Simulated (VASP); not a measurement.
Data:

```
CELL_PARAMETERS angstrom
      1.87119    -3.24100     0.00000
      1.87119     3.24100     0.00000
      0.00000     0.00000     4.76405
ATOMIC_POSITIONS crystal
  Pt 0.00000 0.00000 0.00000
  Se 0.33333 0.66667 0.26540
  Se 0.66667 0.33333 0.73460
```

All values below come from LDA (Ceperley-Alder, Perdew-Zunger), VASP's LDA PAW potentials (set 64) (plane waves; VASP 6.6.1). Run with 500 eV cut-off, 9×9×7 Γ-centred mesh, first-order Methfessel-Paxton smearing of 0.10 eV, potentials Pt Se.

Energy and stress use the plane-wave basis of the starting cell.

Q: The ions, cell shape and volume at an external pressure of 5.0 GPa are relaxed. What does this cell relax into?

A: 
```
CELL_PARAMETERS angstrom
      1.85741    -3.21713     0.00000
      1.85741     3.21713     0.00000
      0.00000     0.00000     4.57398
ATOMIC_POSITIONS crystal
  Pt 0.00000 0.00000 0.00000
  Se 0.33333 0.66667 0.27488
  Se 0.66667 0.33333 0.72512
```
Space group P-3m1 (164), at a tolerance of 0.03 Å.

Q: How do energy and volume change from the first to the last step?

A: The energy (σ→0) changes by +14.9 meV/atom and the volume by -5.4 %, in 9 ionic steps.

The compound is PtSe2 in the 1T layered structure. This run relaxes it under an external pressure of 5 GPa. Symmetry was kept, so distortions that lower it aren't found.
